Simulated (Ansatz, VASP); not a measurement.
Given: the input of a run of Ansatz 0.2.0 on LuBe. The cell comes from a database or a generator and needn't be the stable form of this composition.

The input input.yaml:

```yaml
crystal:
  lattice:
    - [3.32037, 0.0, 0.0]
    - [0.0, 3.32037, 0.0]
    - [0.0, 0.0, 3.32037]
  atoms:
    - { symbol: Lu, position: [0.0, 0.0, 0.0] }
    - { symbol: Be, position: [0.5, 0.5, 0.5] }
hamiltonian:
  xc: revpbe
  pseudopotentials: { kind: paw }
  dispersion: d4
kpoints:
  mp_grid: { grid: [8, 8, 8] }
scf:
  occupations: { method: fermi_dirac, width: 0.05 }
output:
  forces: true
  stress: true
  eigenvalues: true
relax:
  f_tol: 0.01
  max_steps: 40
  cell: { stress_tol: 0.05 }
```

Potentials or basis: Ansatz PAW.

Launch:

```bash
$ ansatz run input.yaml --threads 2 --pin off --max-ram 5632MiB --backend cpu --events-out ev --progress --plain --runs-dir out
```

Q: What does the same run look like in VASP 6.6.1? Potentials or basis there: PBE PAW files Be, Lu, 600 eV.

A: As run (cutoffs and basis follow the program's own potentials, and thresholds, step limits or extra output files can differ):

The input INCAR:

```
PREC = Accurate
ENCUT = 600
EDIFF = 1E-6
ISMEAR = -1
SIGMA = 0.05
LREAL = False
LASPH = True
NELM = 60
ALGO = Normal
ISIF = 3
LWAVE = False
LCHARG = False
GGA = RE
IVDW = 13
IBRION = 2
NSW = 40
EDIFFG = -0.01
```

Contents of KPOINTS:

```
regular mesh
0
Gamma
  8 8 8
```

Contents of POSCAR:

```
LuBe
1.0
    3.3203700000      0.0000000000      0.0000000000
    0.0000000000      3.3203700000      0.0000000000
    0.0000000000      0.0000000000      3.3203700000
Lu Be
1 1
Direct
    0.0000000000      0.0000000000      0.0000000000
    0.5000000000      0.5000000000      0.5000000000
```

Potentials or basis: VASP PAW PBE potentials, release 64 (Lu, Be).

Run with:

```console
$ cat potpaw_PBE.64/Lu/POTCAR potpaw_PBE.64/Be/POTCAR > POTCAR
$ mpirun -np 1 vasp_std > vasp.out
```

Both were run:

|  | Ansatz | VASP |
| --- | --- | --- |
| Relaxed volume | 18.23 Å³/atom | 18.27 Å³/atom |
| Relaxed cell | a = 3.316 Å, b = 3.316 Å, c = 3.316 Å, α = 90.00°, β = 90.00°, γ = 90.00° | a = 3.319 Å, b = 3.319 Å, c = 3.319 Å, α = 90.00°, β = 90.00°, γ = 90.00° |
| Space group after relaxing | Pm-3m (No. 221) | Pm-3m (No. 221) |
| Pressure after relaxing | 0.0 GPa | 0.0 GPa |

Ansatz's pressure holds a Pulay term of +0.05 GPa for its cutoff of 420 eV, which the other run lacks.

Ansatz's potentials were made for PBE. VASP's potentials were made for PBE.

Where Ansatz's input types no cutoff or centring, it takes its own default and a Γ-centred mesh.

Pressure is positive in compression.
